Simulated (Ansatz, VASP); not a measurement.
# Pt2SeS: VASP beside Ansatz, part 2 of 2

One calculation is typed for both programs; each brings its own data sets. How far apart do they land? The cell is generated by rule, not measured, and may not be a known phase. Of the first pair: The cell is taken from a series of runs on this material, whose earlier steps may have relaxed, scaled, displaced or heated it; both programs get it as it stands.

VASP 6.6.1 and Ansatz 0.2.0.

So far: The starting structure; VASP: relaxation of cell and atoms, LDA, pair 1; Ansatz: relaxation of cell and atoms, LDA, pair 1; Differences; Ansatz: relaxation of cell and atoms, LDA, pair 2.

### Step 6. VASP: relaxation of cell and atoms, LDA, pair 2

Level of this step: LDA; plane waves and PAW (Pt, S, Se); invented cell (VASP).

The same cell, functional (in two slightly different forms), mesh and smearing now go to VASP, with its own data sets.

INCAR

```
SYSTEM = Pt2SeS
PREC = Accurate
ENCUT = 500
EDIFF = 1E-07
NELM = 120
ISMEAR = 0
SIGMA = 0.01
LREAL = .FALSE.
ALGO = Normal
GGA = CA
NBANDS = 22
LASPH = .TRUE.
LORBIT = 11
LWAVE = .FALSE.
LCHARG = .FALSE.
ISIF = 3
IBRION = 2
NSW = 80
EDIFFG = -0.005
GGA_COMPAT = .FALSE.
NELMIN = 4
EFERMI = MIDGAP
KPAR = 2
```

POSCAR

```
Pt2SeS
1.0
    3.5374750000      0.0000000000      0.0000000000
    0.0000000000      3.5374750000      0.0000000000
    0.0000000000      0.0000000000      6.1989970000
Pt S Se
2 1 1
Direct
    0.0000000000      0.5000001413      0.0108762756
    0.5000001413      0.0000000000      0.4891236437
    0.0000000000      0.0000000000      0.2499999597
    0.0000000000      0.0000000000      0.7500000403
```

KPOINTS

```
Automatic mesh
0
Gamma
8 8 6
0 0 0
```

PAW data sets: Pt, S and Se (LDA family, release 64).

Launch:

```sh
mpirun -np 2 vasp_std
```

Numbers of over 12 decimals in the logs are rounded to 6 here.

Output:

```text
[... set-up lines as in an earlier step ...]
 entering main loop
       N       E                     dE             d eps       ncg     rms          rms(c)
DAV:   1     0.168163900366E+03    0.16816E+03   -0.14705E+04  2640   0.128E+03
DAV:   2    -0.176016509603E+02   -0.18577E+03   -0.17412E+03  3112   0.255E+02
DAV:   3    -0.260726937255E+02   -0.84710E+01   -0.83143E+01  3300   0.545E+01
DAV:   4    -0.261955876053E+02   -0.12289E+00   -0.12282E+00  2970   0.735E+00
[...]
DAV:  12    -0.252009355565E+02    0.36728E-05   -0.18176E-05  2916   0.248E-02    0.948E-03
DAV:  13    -0.252009354865E+02    0.70015E-07   -0.17811E-06  3030   0.102E-02    0.557E-03
DAV:  14    -0.252009353939E+02    0.92551E-07   -0.25583E-07  2540   0.471E-03
   1 F= -.25200935E+02 E0= -.25200935E+02  d E =-.252009E+02
[...]
2 F= -.25201338E+02 E0= -.25201338E+02  d E =-.402634E-03
[...]
3 F= -.25201338E+02 E0= -.25201338E+02  d E =-.402957E-03
[...]
4 F= -.25201539E+02 E0= -.25201539E+02  d E =-.200950E-03
 trial-energy change:   -0.000201  1 .order   -0.000212   -0.000429    0.000005
 step:   0.6442(harm=  0.6455)  dis= 0.00034  next Energy=   -25.201539 (dE=-0.201E-03)
 reached required accuracy - stopping structural energy minimisation
```

OUTCAR, selected parts (step 6):

```text
  Total        0.0015490      0.0015490      0.0032072      0.0000000      0.0000000      0.0000000
  in kB        0.0320347      0.0320347      0.0663284      0.0000000      0.0000000      0.0000000
  external PRESSURE =       0.0434660 kB  Pullay stress =       0.0000000 kB

 POSITION                                       TOTAL-FORCE (eV/Angst)
 -----------------------------------------------------------------------------------
      0.00000      1.76430      0.06867         0.000000      0.000000     -0.003829
      1.76430      0.00000      3.04231         0.000000      0.000000      0.003829
      0.00000      0.00000      1.55549         0.000000      0.000000     -0.000000
      0.00000      0.00000      4.66647         0.000000      0.000000     -0.000000
 -----------------------------------------------------------------------------------
    total drift:                               -0.000110     -0.000110     -0.000099

  FREE ENERGIE OF THE ION-ELECTRON SYSTEM (eV)
  ---------------------------------------------------
  free  energy   TOTEN  =       -25.2015393011 eV

  energy  without entropy=      -25.2015393011  energy(sigma->0) =      -25.20153930

[... 2 parts as in an earlier step ...]

[... 2 further parts left out ...]
[key lines of the parts left out:]
E-fermi :   6.3405
```

### Step 7. Side by side

What differs besides the data sets and the points named for the pairs above, as far as they apply: the data sets hold 58 valence electrons in Ansatz (on its default PAW (the set named soft_2) files) and 32 in VASP. Total energies have different zeros and are not compared.

Both answers:

| quantity | Ansatz | VASP | difference |
| --- | --- | --- | --- |
| volume (Å³) | 77.31 | 77.47 | -0.21 % |
| edge a after relaxation, in the typed setting (Å) | 3.527 | 3.529 | -0.05 % |
| edge c after relaxation, in the typed setting (Å) | 6.215 | 6.222 | -0.12 % |

### Step 8. Ansatz: relaxation of cell and atoms, LDA, pair 3

The relaxed volume is the usual yardstick between codes: in a stiff, nearly cubic crystal its relative difference is about their pressure difference at one cell divided by the bulk modulus. Its start cell is another than that of the pair before, and may be another structure of the material.

The two relaxations start from unlike cells of this crystal (the structure described is Ansatz's start), so only their ends are compared.

input.yaml

```yaml
crystal:
  lattice:
    - [5.02827, 0.0, 0.0]
    - [0.0, 5.02827, 0.0]
    - [0.0, 0.0, 6.25346]
  atoms:
    - { symbol: Pt, position: [0.0, 0.5, 0.0] }
    - { symbol: Pt, position: [0.5, 0.0, 0.5] }
    - { symbol: S, position: [0.0, 0.0, 0.25] }
    - { symbol: Se, position: [0.0, 0.0, 0.75] }
kpoints:
  mp_grid: { grid: [4, 4, 4] }
hamiltonian:
  xc: lda
scf:
  occupations: { method: gaussian, width: 0.1 }
output:
  forces: true
  stress: true
  eigenvalues: true
relax:
  adjacent_minimum: "off"
  f_tol: 0.05
  max_steps: 80
  cell: { stress_tol: 0.5 }
```

Launch:

```sh
ansatz run input.yaml --threads 8 --pin off --max-ram 14336MiB --backend cpu --events-out ev --progress --plain --runs-dir out
```

Output:

```text
[...]
Crystal: 4 atoms, lattice volume = 158.109 Å³
Basis set: ecut = 420 eV, 3113 PW (Γ)
Bands: 35, of which v1, the nominal top of the filled ones, is band 29 counted from 1 (28 counted from 0)
Symmetry: 8 space group operations
[...]
k-points: 18 of 64 (time reversal used)
[...]
--- Relaxed structure (9 steps of the walk, 9 accepted, 1 SCFs on fresh bases) ---
[...]
cell:  # Å, volume = 77.5726 Å³
    - [3.537475, 0, 0]
    - [0, 3.537475, 0.0]
    - [0, 0.0, 6.198997]
  atoms:
    - { symbol: Pt, position: [0, 0.500000, 0.010876] }
    - { symbol: Pt, position: [0.500000, 0, 0.489124] }
    - { symbol: S, position: [0, 0.0, 0.250000] }
    - { symbol: Se, position: [0, 0.0, 0.75] }
[key lines of the parts left out:]
SCF converged after 5 iterations
Free energy (F): -30744.097310 eV
Fermi energy:    12.644571 eV
P = ⅓ Tr σ = 0.0918 GPa (0.918 kbar)
```

### Step 9. VASP: relaxation of cell and atoms, LDA, pair 3

Its own start cell and the same functional (in two slightly different forms), mesh and smearing now go to VASP, with its own data sets.

Edit INCAR of step 6 so:

```diff
@@ -6,3 +6,3 @@
 ISMEAR = 0
-SIGMA = 0.01
+SIGMA = 0.1
 LREAL = .FALSE.
```

POSCAR

```
Pt2SeS
1.0
    3.5427973520      0.0000000000      0.0000000000
    0.0000000000      3.5427973520      0.0000000000
    0.0000000000      0.0000000000      6.2030150375
Pt S Se
2 1 1
Direct
    0.0000000000      0.5000000000      0.0110113433
    0.5000000000      0.0000000000      0.4889886567
    0.0000000000      0.0000000000      0.2500000000
    0.0000000000      0.0000000000      0.7500000000
```

KPOINTS

```
Automatic mesh
0
Gamma
4 4 4
0 0 0
```

Launch:

```sh
mpirun -np 2 vasp_std
```

Output:

```text
[... set-up lines as in an earlier step ...]
 entering main loop
       N       E                     dE             d eps       ncg     rms          rms(c)
DAV:   1     0.167580108519E+03    0.16758E+03   -0.14844E+04   792   0.128E+03
DAV:   2    -0.176558949968E+02   -0.18524E+03   -0.17306E+03   936   0.254E+02
DAV:   3    -0.260248425738E+02   -0.83689E+01   -0.82249E+01   984   0.543E+01
DAV:   4    -0.261451005198E+02   -0.12026E+00   -0.12019E+00   900   0.725E+00
[...]
DAV:  12    -0.251590160668E+02    0.33180E-05   -0.18684E-05   894   0.247E-02    0.868E-03
DAV:  13    -0.251590158409E+02    0.22589E-06   -0.16844E-06   894   0.937E-03    0.463E-03
DAV:  14    -0.251590158041E+02    0.36809E-07   -0.16096E-07   530   0.358E-03
   1 F= -.25159016E+02 E0= -.25158438E+02  d E =-.251590E+02
[...]
N       E                     dE             d eps       ncg     rms          rms(c)
DAV:   1    -0.251593468920E+02   -0.33105E-03   -0.69828E-03   792   0.628E-01    0.121E-01
DAV:   2    -0.251590379983E+02    0.30889E-03   -0.10406E-03   798   0.274E-01    0.451E-02
DAV:   3    -0.251590163913E+02    0.21607E-04   -0.31692E-05   864   0.408E-02    0.240E-02
DAV:   4    -0.251590116446E+02    0.47467E-05   -0.22623E-05   836   0.228E-02    0.135E-02
DAV:   5    -0.251590117567E+02   -0.11210E-06   -0.12554E-06   840   0.908E-03    0.675E-03
DAV:   6    -0.251590117235E+02    0.33119E-07   -0.39304E-07   858   0.445E-03
   2 F= -.25159012E+02 E0= -.25158456E+02  d E =0.408052E-05
 trial-energy change:    0.000004  1 .order    0.000002   -0.000039    0.000044
 step:   0.4393(harm=  0.4751)  dis= 0.00010  next Energy=   -25.159024 (dE=-0.849E-05)
[...]
N       E                     dE             d eps       ncg     rms          rms(c)
DAV:   1    -0.251591301743E+02   -0.11842E-03   -0.22084E-03   792   0.353E-01    0.677E-02
DAV:   2    -0.251590328683E+02    0.97306E-04   -0.32782E-04   798   0.154E-01    0.256E-02
DAV:   3    -0.251590260606E+02    0.68078E-05   -0.99743E-06   864   0.229E-02    0.136E-02
DAV:   4    -0.251590245427E+02    0.15178E-05   -0.71915E-06   818   0.128E-02    0.751E-03
DAV:   5    -0.251590245740E+02   -0.31249E-07   -0.39877E-07   840   0.512E-03
   3 F= -.25159025E+02 E0= -.25158456E+02  d E =-.876992E-05
[...]
reached required accuracy - stopping structural energy minimisation
```

Parts of OUTCAR (step 9):

```text
  Total       -0.0068342     -0.0068342      0.0191153      0.0000000      0.0000000      0.0000000
  in kB       -0.1407081     -0.1407081      0.3935580      0.0000000      0.0000000      0.0000000
  external PRESSURE =       0.0373806 kB  Pullay stress =       0.0000000 kB

 POSITION                                       TOTAL-FORCE (eV/Angst)
 -----------------------------------------------------------------------------------
      0.00000      1.77105      0.06840         0.000000      0.000000      0.003437
      1.77105      0.00000      3.03280         0.000000      0.000000     -0.003437
      0.00000      0.00000      1.55060         0.000000      0.000000     -0.000000
      0.00000      0.00000      4.65180         0.000000      0.000000      0.000000
 -----------------------------------------------------------------------------------
    total drift:                                0.000000      0.000000      0.000000

  FREE ENERGIE OF THE ION-ELECTRON SYSTEM (eV)
  ---------------------------------------------------
  free  energy   TOTEN  =       -25.1590245740 eV

  energy  without entropy=      -25.1578875619  energy(sigma->0) =      -25.15845607

[... 1 part as in an earlier step ...]

[... 3 further parts left out ...]
[key lines of the parts left out:]
E-fermi :   6.2996
```

### Step 10. Differences

What differs besides the data sets and the points named for the pairs above, as far as they apply: the data sets hold 58 valence electrons in Ansatz (on its default PAW (the set named soft_2) files) and 32 in VASP. Total energies have different zeros and are not compared.

The two programs side by side:

| quantity | Ansatz | VASP | difference |
| --- | --- | --- | --- |
| volume (Å³) | 77.57 | 77.82 | -0.32 % |
| edge a after relaxation, in the typed setting (Å) | 3.538 | 3.542 | -0.13 % |
| edge c after relaxation, in the typed setting (Å) | 6.199 | 6.202 | -0.05 % |

### Step 11. Outcome

| Property | Result |
| --- | --- |
| difference in volume (relaxation of cell and atoms, LDA, pair 1) | -0.21 % |
| difference in volume (relaxation of cell and atoms, LDA, pair 2) | -0.21 % |
| difference in volume (relaxation of cell and atoms, LDA, pair 3) | -0.32 % |

**Reading.** The difference in volume is -0.32 % (relaxation of cell and atoms, LDA, pair 3), within the 1.2 % picked in this series as the mark of a large difference, as far as the stopping tolerances let one tell. The data sets hold unlike numbers of valence electrons (58 in Ansatz and 32 in VASP), so part of the differences comes from the potentials. Such differences can come from data sets, numerical settings and the points named under the comparisons, not from the functional's error against experiment.

[Lines on the potential files, build, host, timing and source positions are cut from VASP's logs without a mark.]

[Logs are printed without paths, hosts, clocks, repeated set-up lines and the standing remarks that a program may print on its own settings, such as how far it seeks lower states.]

[Hosts, paths, dates, database ids (printed as entryN), source tags and the programs' standing remarks are cut or masked in the printed files.]
